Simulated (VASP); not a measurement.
Crystal: Lu3AlN4.

```xyz
8
Lattice="5.1981 0.0000 0.0000 0.0000 5.1981 0.0000 0.0000 0.0000 4.6733" Properties=species:S:1:pos:R:3 pbc="T T T"
Lu    0.0000    2.5991    2.3367
Lu    2.5991    0.0000    2.3367
Lu    0.0000    0.0000    2.3367
Al    2.5991    2.5991    2.3367
N     3.8754    0.0000    0.0000
N     1.3227    0.0000    0.0000
N     0.0000    3.8754    0.0000
N     0.0000    1.3227    0.0000
```

The cell was built by a generator and needn't be a form met in nature.

```yaml
Program: VASP 6.6.1
Task: relaxation of cell and atoms
Functional: PBE
Potentials_or_basis: VASP PAW PBE potentials, release 64 (Lu, Al, N)
Cutoff: 520 eV
k_mesh: 3 × 3 × 3
Occupations: gaussian, width 0.15 eV
Spin: no spin polarisation
```

At the start: pressure -3.0 GPa; volume 15.78 Å³/atom.

**Question.** Where does the relaxation end?

**Answer.** Over 16 steps the energy falls by 1238.8 meV/atom and the volume is 17.12 Å³/atom (+8.5 %); space group P4/mmm (No. 123, to 0.05 Å).

Step by step:
```tsv
step	energy change (eV)	largest force (eV/Å)	pressure (GPa)	volume (Å³)
1	0.0000	2.9293	-2.95	126.28
2	-6.4083	0.1091	10.05	117.84
3	-6.5052	1.4155	9.79	115.60
4	-6.5251	1.2262	15.48	115.91
5	-7.8230	1.7311	-23.26	139.67
6	-7.7775	1.9415	-0.35	133.06
7	-7.8320	1.9736	0.74	134.26
8	-7.9886	2.0241	-1.72	136.95
9	-8.0218	2.0274	-1.74	138.30
10	-8.0427	1.9706	-3.63	138.98
11	-9.2743	1.5707	-2.17	143.02
12	-9.4513	1.2950	-5.34	144.35
13	-9.7789	0.0802	4.83	131.87
14	-9.8240	0.4917	3.23	134.75
15	-9.8950	0.2813	-0.57	138.00
16	-9.9101	0.0214	-0.10	137.00
```

Final structure:
```yaml
crystal:
  lattice:
    - [6.51980, 0.00000, 0.00000]
    - [0.00000, 6.51980, 0.00000]
    - [0.00000, 0.00000, 3.22289]
  atoms:
    - { symbol: Lu, position: [0.00000, 0.50000, 0.50000] }
    - { symbol: Lu, position: [0.50000, 0.00000, 0.50000] }
    - { symbol: Lu, position: [0.00000, 0.00000, 0.50000] }
    - { symbol: Al, position: [0.50000, 0.50000, 0.50000] }
    - { symbol: N, position: [0.73239, 0.00000, 0.00000] }
    - { symbol: N, position: [0.26761, 0.00000, 0.00000] }
    - { symbol: N, position: [0.00000, 0.73239, 0.00000] }
    - { symbol: N, position: [0.00000, 0.26761, 0.00000] }
```

Caveat: the k mesh is coarse (spacing up to 0.45 Å⁻¹), so the values aren't converged.
